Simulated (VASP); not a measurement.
The system is NaP2.

```xyz
3
Lattice="4.1647 0.0000 0.0000 -2.0823 3.6067 0.0000 0.0000 0.0000 4.4470" Properties=species:S:1:pos:R:3 pbc="T T T"
Na    0.0000    0.0000    0.0000
P     0.0000    2.4045    2.2235
P     2.0823    1.2022    2.2235
```

The cell was built by a generator and needn't be a form met in nature.

The cell isn't the ideal one: volume scaled by 1.04.

```yaml
Program: VASP 6.6.1
Task: relaxation of cell and atoms
Functional: optPBE-vdW
Potentials_or_basis: VASP PAW PBE potentials, release 64 (Na_pv, P)
Cutoff: 600 eV
k_mesh: 8 × 8 × 6
Occupations: tetrahedron
Spin: no spin polarisation
```

At the start: pressure -1.2 GPa; volume 22.27 Å³/atom.

Q: Where does the relaxation end?

A: Over 9 steps the energy falls by 3.1 meV/atom and the volume is 21.44 Å³/atom (-3.7 %); space group P6/mmm (No. 191, to 0.05 Å).

The path:
```csv
step,energy change (eV),largest force (eV/Å),pressure (GPa),volume (Å³)
1,0.0000,0.0000,-1.24,66.80
2,-0.0012,0.0000,-1.14,66.63
3,-0.0078,0.0000,-0.14,64.95
4,-0.0079,0.0000,-0.02,64.77
5,-0.0080,0.0000,0.05,64.63
6,-0.0085,0.0000,0.17,64.32
7,-0.0089,0.0000,0.14,64.16
8,-0.0091,0.0000,0.10,64.17
9,-0.0092,0.0000,-0.01,64.31
```

Final structure:
```
Na P
1.0
     4.12856    0.00000    0.00000
    -2.06428    3.57544    0.00000
     0.00000    0.00000    4.35669
Na P
1 2
Cartesian
  0.0000 0.0000 0.0000
  0.0000 2.3836 2.1783
  2.0643 1.1918 2.1783
```

Caveat: the PAW data sets were made with another functional, which shifts forces and pressure a little; tetrahedron occupations give inexact forces and stress in metals.
